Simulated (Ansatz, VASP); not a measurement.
## Cross-check of Al (S3(111) boundary in fcc Al) between VASP and Ansatz

Aim: how closely do two programs agree when they are given the same cell, functional and k mesh? The structure shown is the start of the Ansatz relaxation below; VASP solves that cell, so the two are compared at the walk's first step.

Main program and level: Ansatz 0.2.0; plane waves, with VASP 6.6.1 beside it; single point at PBE.

**1. Starting point**

The cell holds 8 atoms: 8 Al. Cell: a = 2.862 Å, b = 2.862 Å, c = 27.360 Å, α = 90.0°, β = 90.0°, γ = 120.0°. It derives from Al. As first built, before any earlier steps moved the atoms (in the runner's words): plane [1, 1, 1]; removed 1; opened 0. Vacuum lies along c.

**2. Ansatz: relaxation, PBE**

Ansatz runs on its PAW soft_1 files.

The two programs are compared at the cell with which this relaxation starts, whose forces are those of its first step.

The input, input.yaml:

```yaml
crystal:
  lattice:
    - [2.862347037, 0.0, 0.0]
    - [-1.4311735185, 2.4788652485, 0.0]
    - [0.0, 0.0, 27.3596759844]
  atoms:
    - { symbol: Al, position: [0.0, 0.0, 0.1827507023] }
    - { symbol: Al, position: [0.3333333333, 0.6666666667, 0.2681719101] }
    - { symbol: Al, position: [0.6666666667, 0.3333333333, 0.353593118] }
    - { symbol: Al, position: [0.0, 0.0, 0.4390143258] }
    - { symbol: Al, position: [0.6666666667, 0.3333333333, 0.5244355337] }
    - { symbol: Al, position: [0.3333333333, 0.6666666667, 0.6098567416] }
    - { symbol: Al, position: [0.0, 0.0, 0.6952779494] }
    - { symbol: Al, position: [0.6666666667, 0.3333333334, 0.7806991573] }
kpoints:
  mp_grid: { grid: [9, 9, 1] }
hamiltonian:
  xc: pbe
  pseudopotentials: { kind: paw, azcp: { folder: soft_1 } }
scf:
  occupations: { method: fermi_dirac, width: 0.1 }
relax:
  f_tol: 0.03
  max_steps: 80
  constraints: [{ sites: [0, 1] }]
```

Command:

```bash
> ansatz run input.yaml --threads 8 --pin off --max-ram 15360MiB --backend cpu --events-out ev --progress --plain --runs-dir out
```

Numbers of over 12 decimals in the logs are rounded to 6 here.

Output:

```text
Engine: ansatz 0.2.0, aarch64-unknown-linux-gnu
Pseudopotentials: kind: paw
Pseudopotential: Al, paw, valence charge 3, recommended cutoff 420 eV (normal), soft_1/Al.paw.azcp
Functional definition: PBE
  parameter kappa = 0.804
  parameter beta = 0.066725
  exchange = pbe_x(kappa = kappa, mu = beta*pi^2/3)
  correlation = pbe_c(beta = beta)
Crystal: 8 atoms, lattice volume = 194.127 Å³
Basis set: ecut = 420 eV, 3823 PW (Γ), exchange–correlation on 40×40×384 points (8 copies of the dense FFT grid, shifted against one another)
Bands: 20, of which v1, the nominal top of the filled ones, is band 12 counted from 1 (11 counted from 0)
Symmetry: 6 space group operations
Space group: P3m1 (ITA 156), of the structure as read, at distance tolerance 5.8e-5 Å
k-points: 12 of 81 (time reversal used)
Non-local potential: Al, projectors of the file, l = 0: 2, l = 1: 2, l = 2: 1
PAW form: soft (Blöchl's): semilocal exchange-correlation on the pseudo side does not see the compensation charge
PAW one-centre angular grid: Al, 110 points (default); XC on 64 Gauss nodes
Initial density: superposition of atomic densities (neutral atoms: chi_scale 0, normalization atom)
Initial wavefunctions: pseudopotential atomic-orbital guess
Functional: x = pbe(κ = 0.804, μ = 0.219515), c = pbe(β = 0.066725)
SCF iter   1: F=—  HF=-4300.074037 eV  |F-HF|=—  |Δ(HF+E_count)|=         —  Δρ=2.13e-2  dr2=1.15e1  ethr=3.10e-3  ⟨swp⟩=9.2  Hψ=1721  notcnv=0  defer=2
preconditioner: auto → LDOS  [metal: Δε(μ)=0.022 eV  Ē_g=7.055 eV  σ=0.100 eV  W_gap=0.05  n_scr=16 (ndim 8)  ℏωp=13.1 eV  f_vac=0.220  D(μ)=4.03/eV (n_scr^D=16)  β→1.0]
SCF iter   2: F=—  HF=-4299.270895 eV  |F-HF|=—  |Δ(HF+E_count)|=   8.03e-1  Δρ=7.29e-3  dr2=2.76e-1  ethr=3.10e-3  ⟨swp⟩=3.8  Hψ=573  notcnv=0  defer=11
SCF iter   3: F=—  HF=-4299.270558 eV  |F-HF|=—  |Δ(HF+E_count)|=   3.37e-4  Δρ=1.92e-3  dr2=4.78e-2  ethr=1.15e-3  ⟨swp⟩=3.4  Hψ=455  notcnv=0  defer=11
SCF iter   4: F=—  HF=-4299.265330 eV  |F-HF|=—  |Δ(HF+E_count)|=   5.23e-3  Δρ=3.58e-4  dr2=9.61e-4  ethr=1.99e-4  ⟨swp⟩=2.5  Hψ=376  notcnv=0  defer=11
SCF iter   5: F=—  HF=-4299.265392 eV  |F-HF|=—  |Δ(HF+E_count)|=   6.14e-5  Δρ=1.08e-4  dr2=4.88e-5  ethr=4.00e-6  ⟨swp⟩=2.3  Hψ=413  notcnv=0  defer=11
SCF iter   6: F=-4299.265392 eV  HF=-4299.265395 eV  |F-HF|=3.14e-6  |Δ(HF+E_count)|=   3.90e-6  Δρ=2.12e-5  dr2=4.15e-6  ethr=9.38e-8  ⟨swp⟩=5.0  Hψ=856  notcnv=0
SCF 1 converged in 6 iterations: F = -4299.265392 eV  dr2 = 4.15e-6
  greatest PAW one-centre occupation: 0.464 electrons in one spin orbital (limit 2), on the Al atom at site 0 (counted from 0), in its partial waves of l = 0
relax step   1: F+E_penalty+E_count = -4299.26539234 eV  Δ(F+E_penalty+E_count) = +0.000e0 eV  max|allowed force component| = 8.432e-2 eV/Å  Δτ_max = 0.0000 Å  (6 SCF iters, dr2 threshold 2.25e-5 eV, accepted)
[...]
relax step   2: F+E_penalty+E_count = -4299.26787515 eV  Δ(F+E_penalty+E_count) = -2.483e-3 eV  max|allowed force component| = 3.441e-2 eV/Å  Δτ_max = 0.0540 Å  (6 SCF iters, accepted)
[...]
relax step   3: F+E_penalty+E_count = -4299.26803739 eV  Δ(F+E_penalty+E_count) = -1.622e-4 eV  max|allowed force component| = 2.527e-3 eV/Å  Δτ_max = 0.0116 Å  (5 SCF iters, accepted)
SCF converged after 5 iterations
Free energy (F): -4299.268037 eV
Harris-Foulkes:  -4299.268037 eV  (|F-HF|=6.25e-9)
Internal energy: -4299.150692 eV  (E = F + TS)
E sigma→0 (E₀):  -4299.209365 eV
Entropy (-TS):   -0.117345 eV (-14.668 meV/atom)
Fermi energy:    4.135125 eV
--- Per-component energies (eV) ---
  E_band       = -3.065665
  E_kinetic    = 175.593984
  E_local      = -3253.024151  (includes V_loc(G=0)·N_el)
  E_nonlocal   = 80.030674
  E_hartree    = 1625.952140
  E_xc         = -298.840104
  E_vxc        = -229.786264  (∫ρ·V_xc dr)
  E_paw        = -3755.011690  (= ΣΔE_a)
  E_vpaw       = -27.786327  (= ΣTr[D̂ρ^β])
  E_aug_tail   = -0.000016  (compensation charges beyond the density's cutoff)
  E_ewald      = 1126.148471
  E_smearing   = -0.117345  (= −TS)
  E_closure    = -0.000000  (closes the sum)
  Σ components = -4299.268037   (vs F -4299.268037, Δ=0.00e0)
--- Forces (eV/Å), atoms counted from 1 ---
  atom   1  Al     0.00000000    -0.00000000    -0.10280532
  atom   2  Al     0.00000000    -0.00000000     0.09829906
  atom   3  Al     0.00000000     0.00000000     0.00060415
  atom   4  Al     0.00000000     0.00000000     0.00142931
  atom   5  Al     0.00000000     0.00000000    -0.00252739
  atom   6  Al    -0.00000000     0.00000000     0.00218002
  atom   7  Al    -0.00000000    -0.00000000     0.00162091
  atom   8  Al    -0.00000000    -0.00000000     0.00121112
  max |Σ_I F_I| component: 1.19e-5 eV/Å
--- Relaxed structure (3 steps of the walk, 3 accepted, 0 SCFs on fresh bases) ---
  F+E_penalty+E_count = -4299.26803739 eV   max|allowed force component| = 2.527e-3 eV/Å
  atoms:
    - { symbol: Al, position: [-5.493291007798418e-18, 0.0, 0.182751] }
    - { symbol: Al, position: [0.333333, 0.666667, 0.2681719101] }
    - { symbol: Al, position: [0.666667, 0.333333, 0.353421] }
    - { symbol: Al, position: [-5.1361674301114676e-18, 0, 0.439306] }
    - { symbol: Al, position: [0.666667, 0.333333, 0.525705] }
    - { symbol: Al, position: [0.333333, 0.666667, 0.610634] }
    - { symbol: Al, position: [-4.450042516532332e-18, 0, 0.696129] }
    - { symbol: Al, position: [0.666667, 0.333333, 0.782806] }
```

**3. VASP: single point, PBE, start cell**

The same cell, functional, mesh and smearing now go to VASP, with its own data sets.

Lines of VASP's logs that name or quote its potential files are left out, and so is its time.

The input, INCAR:

```
SYSTEM = Al
PREC = Accurate
ENCUT = 400
EDIFF = 1E-06
NELM = 120
ISMEAR = -1
SIGMA = 0.1
LREAL = .FALSE.
ALGO = Normal
GGA = PE
NBANDS = 20
LORBIT = 11
LWAVE = .FALSE.
LCHARG = .FALSE.
ISIF = 2
LASPH = .TRUE.
GGA_COMPAT = .FALSE.
KPAR = 2
```

The input, POSCAR:

```
Al
1.0
    2.8623470370      0.0000000000      0.0000000000
   -1.4311735185      2.4788652485      0.0000000000
    0.0000000000      0.0000000000     27.3596759844
Al
8
Direct
    0.0000000000      0.0000000000      0.1827507023
    0.3333333333      0.6666666667      0.2681719259
    0.6666666667      0.3333333333      0.3535931129
    0.0000000000      0.0000000000      0.4390143365
    0.6666666667      0.3333333333      0.5244355236
    0.3333333333      0.6666666667      0.6098567472
    0.0000000000      0.0000000000      0.6952779342
    0.6666666667      0.3333333333      0.7806991578
```

The input, KPOINTS:

```
Automatic mesh
0
Gamma
9 9 1
0 0 0
```

The projector-augmented-wave data sets are Al (PBE family, release 64).

Command:

```bash
> mpirun -np 2 vasp_std
```

Output:

```text
[banner, memory and clock lines left out]
running    2 mpi-ranks, on    1 nodes
 distrk:  each k-point on    1 cores,    2 groups
 distr:  one band on    1 cores,    1 groups

 POSCAR found type information on POSCAR Al
 POSCAR found :  1 types and       8 ions
 LDA part: xc-table for (Slater+PW92), standard interpolation
 POSCAR, INCAR and KPOINTS ok, starting setup
 FFT: planning ... GRIDC
 FFT: planning ... GRID_SOFT
 FFT: planning ... GRID
 WAVECAR not read
 entering main loop
       N       E                     dE             d eps       ncg     rms          rms(c)
DAV:   1     0.371029045762E+02    0.37103E+02   -0.71416E+03   488   0.750E+02
DAV:   2    -0.266530601779E+02   -0.63756E+02   -0.60997E+02   636   0.120E+02
DAV:   3    -0.298814715230E+02   -0.32284E+01   -0.31191E+01   644   0.254E+01
DAV:   4    -0.299812086454E+02   -0.99737E-01   -0.99545E-01   744   0.534E+00
DAV:   5    -0.299840564765E+02   -0.28478E-02   -0.28472E-02   684   0.824E-01    0.394E+00
DAV:   6    -0.317309265576E+02   -0.17469E+01   -0.26468E+01   660   0.161E+01    0.426E+00
DAV:   7    -0.293166512309E+02    0.24143E+01   -0.20538E+01   672   0.146E+01    0.209E+00
DAV:   8    -0.294220065515E+02   -0.10536E+00   -0.34225E+00   664   0.563E+00    0.136E+00
DAV:   9    -0.294385390785E+02   -0.16533E-01   -0.60470E+00   648   0.669E+00    0.125E+00
DAV:  10    -0.292071787881E+02    0.23136E+00   -0.17850E+00   628   0.388E+00    0.309E-01
DAV:  11    -0.292082325647E+02   -0.10538E-02   -0.50031E-02   624   0.103E+00    0.274E-01
DAV:  12    -0.292072165256E+02    0.10160E-02   -0.35731E-03   620   0.303E-01    0.183E-01
DAV:  13    -0.292054705698E+02    0.17460E-02   -0.11458E-03   604   0.145E-01    0.910E-02
DAV:  14    -0.292042084781E+02    0.12621E-02   -0.15432E-03   580   0.137E-01    0.388E-02
DAV:  15    -0.292040346987E+02    0.17378E-03   -0.45157E-04   604   0.836E-02    0.298E-02
DAV:  16    -0.292042453000E+02   -0.21060E-03   -0.47303E-04   544   0.726E-02    0.187E-02
DAV:  17    -0.292046152843E+02   -0.36998E-03   -0.12714E-04   564   0.445E-02    0.120E-02
DAV:  18    -0.292048078146E+02   -0.19253E-03   -0.18794E-05   560   0.224E-02    0.659E-03
DAV:  19    -0.292049165304E+02   -0.10872E-03   -0.13659E-05   528   0.178E-02    0.333E-03
DAV:  20    -0.292049804799E+02   -0.63949E-04   -0.78729E-06   500   0.103E-02    0.117E-03
DAV:  21    -0.292049811006E+02   -0.62066E-06   -0.35505E-07   404   0.292E-03
   1 F= -.29204981E+02 E0= -.29146283E+02  d E =-.117397E+00
```

OUTCAR, selected parts (step 3):

```text
ion  position               nearest neighbor table
   1  0.000  0.000  0.183-   2 2.86   2 2.86   2 2.86
   2  0.333  0.667  0.268-   3 2.86   3 2.86   3 2.86   1 2.86   1 2.86   1 2.86
   3  0.667  0.333  0.354-   2 2.86   2 2.86   2 2.86   4 2.86   4 2.86   4 2.86
   4  0.000  0.000  0.439-   5 2.86   5 2.86   5 2.86   3 2.86   3 2.86   3 2.86
   5  0.667  0.333  0.524-   4 2.86   4 2.86   4 2.86   6 2.86   6 2.86   6 2.86
   6  0.333  0.667  0.610-   7 2.86   7 2.86   7 2.86   5 2.86   5 2.86   5 2.86
   7  0.000  0.000  0.695-   6 2.86   6 2.86   6 2.86   8 2.86   8 2.86   8 2.86
   8  0.667  0.333  0.781-   7 2.86   7 2.86   7 2.86

  LATTYP: Found a hexagonal cell.
 ALAT       =     2.8623470370
 C/A-ratio  =     9.5584761843

 Subroutine GETGRP returns: Found  6 space group operations
 (whereof  6 operations were pure point group operations)

The static configuration has the point symmetry C_3v.

 Found     12 irreducible k-points:

   k-points           NKPTS =     12   k-points in BZ     NKDIM =     12   number of bands    NBANDS=     20

   dimension x,y,z NGX =    20 NGY =   20 NGZ =  180
   dimension x,y,z NGXF=    40 NGYF=   40 NGZF=  360

   ENCUT  =  400.0 eV  29.40 Ry    5.42 a.u.   4.67  4.67 44.62*2*pi/ulx,y,z

   NELECT =      24.0000    total number of electrons

 k-points in reciprocal lattice and weights: Automatic mesh
   0.00000000  0.00000000  0.00000000       0.012
   0.11111111  0.00000000  0.00000000       0.074
   0.22222222  0.00000000  0.00000000       0.074
   0.33333333  0.00000000  0.00000000       0.074
   0.44444444  0.00000000  0.00000000       0.074
   0.11111111  0.11111111  0.00000000       0.074
   0.22222222  0.11111111  0.00000000       0.148
   0.33333333  0.11111111  0.00000000       0.148
   0.44444444  0.11111111  0.00000000       0.074
   0.22222222  0.22222222  0.00000000       0.074
   0.33333333  0.22222222  0.00000000       0.148
   0.33333333  0.33333333  0.00000000       0.025

 average (electrostatic) potential at core
       1 -76.5309       2 -76.4525       3 -76.4372       4 -76.4423       5 -76.4747
       6 -76.4187       7 -76.4556       8 -76.5355

 E-fermi :   4.1704

 k-point     1 :       0.0000    0.0000    0.0000
  band No.  band energies     occupation
    ...
      7      -2.3870      2.00000
      8      -1.0439      2.00000
      9       0.2780      2.00000
     10       1.8888      2.00000
     11       3.5349      1.99653
     12       5.1980      0.00007
     13       6.6549      0.00000
     14       7.9967      0.00000
     15       8.1558      0.00000
     16      10.2146      0.00000
    ...

 k-point     2 :       0.1111    0.0000    0.0000
  band No.  band energies     occupation
    ...
      7      -2.0972      2.00000
      8      -0.7539      2.00000
      9       0.5561      2.00000
     10       2.1669      2.00000
     11       3.8092      1.94743
     12       5.4664      0.00000
     13       6.9251      0.00000
     14       8.2636      0.00000
     15       8.4333      0.00000
     16      10.4218      0.00000
    ...

 k-point     3 :       0.2222    0.0000    0.0000
  band No.  band energies     occupation
    ...
      6      -2.4000      2.00000
      7      -1.2331      2.00000
      8       0.1078      2.00000
      9       1.3873      2.00000
     10       2.9875      1.99999
     11       4.6004      0.02678
     12       6.1504      0.00000
     13       7.1442      0.00000
     14       7.4615      0.00000
     15       7.8631      0.00000
    ...

  Total       -1.9643499     -1.9643499      0.5862122      0.0000000      0.0000000      0.0000000
  in kB      -16.2122493    -16.2122493      4.8381495      0.0000000      0.0000000      0.0000000
  external PRESSURE =      -9.1954497 kB  Pullay stress =       0.0000000 kB

  energy-cutoff  :      400.00
  volume of cell :      194.13
      direct lattice vectors                 reciprocal lattice vectors
     2.862347037  0.000000000  0.000000000     0.349363647  0.201705196  0.000000000
    -1.431173519  2.478865249  0.000000000     0.000000000  0.403410391  0.000000000
     0.000000000  0.000000000 27.359675984     0.000000000  0.000000000  0.036550140

 POSITION                                       TOTAL-FORCE (eV/Angst)
 -----------------------------------------------------------------------------------
      0.00000      0.00000      5.00000         0.000000      0.000000     -0.108262
     -0.00000      1.65258      7.33710        -0.000000      0.000000      0.109980
      1.43117      0.82629      9.67419        -0.000000     -0.000000     -0.034114
      0.00000      0.00000     12.01129         0.000000      0.000000     -0.028760
      1.43117      0.82629     14.34839        -0.000000     -0.000000      0.085246
     -0.00000      1.65258     16.68548        -0.000000      0.000000     -0.024592
      0.00000      0.00000     19.02258         0.000000      0.000000     -0.083520
      1.43117      0.82629     21.35968         0.000000      0.000000      0.084024
 -----------------------------------------------------------------------------------
    total drift:                                0.000000     -0.000000      0.000043

  FREE ENERGIE OF THE ION-ELECTRON SYSTEM (eV)
  ---------------------------------------------------
  free  energy   TOTEN  =       -29.2049811006 eV

  energy  without entropy=      -29.0875844210  energy(sigma->0) =      -29.14628276

 total charge
# of ion       s       p       d       tot
------------------------------------------
    1        0.453   0.305   0.000   0.758
    2        0.430   0.339   0.000   0.769
    3        0.430   0.336   0.000   0.766
    4        0.430   0.336   0.000   0.766
    5        0.429   0.334   0.000   0.763
    6        0.429   0.339   0.000   0.768
    7        0.429   0.339   0.000   0.768
    8        0.451   0.306   0.000   0.757
--------------------------------------------------
tot          3.480   2.635   0.000   6.116

[... 3 further parts left out ...]
```

**4. Comparison**

Known differences besides the potentials themselves: the cutoff is 420 eV in Ansatz and 400 eV in VASP. Total energies have different zeros and are not compared.

Forces (eV/Å; atoms numbered as in POSCAR):

| atom | Ansatz x, y, z | VASP x, y, z |
| --- | --- | --- |
| Al1 | 0.000, 0.000, -0.108 | 0.000, 0.000, -0.108 |
| Al2 | 0.000, 0.000, 0.110 | 0.000, 0.000, 0.110 |
| Al3 | 0.000, 0.000, -0.035 | 0.000, 0.000, -0.034 |
| Al4 | 0.000, 0.000, -0.027 | 0.000, 0.000, -0.029 |
| Al5 | 0.000, 0.000, 0.083 | 0.000, 0.000, 0.085 |
| Al6 | 0.000, 0.000, -0.024 | 0.000, 0.000, -0.025 |
| Al7 | 0.000, 0.000, -0.083 | 0.000, 0.000, -0.084 |
| Al8 | 0.000, 0.000, 0.084 | 0.000, 0.000, 0.084 |

The forces differ by 0.5 meV/Å r.m.s., which is 1.2 % of the r.m.s. force of 0.045 eV/Å (both taken over all components).

**5. Summary of results**

```yaml
r_m_s_force_difference_single_point_pbe_start_cell: 0.53 meV/Å
```

**Reading.** The r.m.s. force difference is 0.53 meV/Å (single point, PBE, start cell), within the 12 meV/Å picked in this series as the mark of a large difference. 1 further run of this series is not shown here. How closely two codes agree says nothing of how well the functional describes the real material.

[Lines on the potential files, build, host, timing and source positions are cut from VASP's logs without a mark.]

[Logs are printed without paths, hosts, clocks, repeated set-up lines and the standing remarks that a program may print on its own settings, such as how far it seeks lower states.]

[Hosts, paths, dates, database ids (printed as entryN), source tags and the programs' standing remarks are cut or masked in the printed files.]
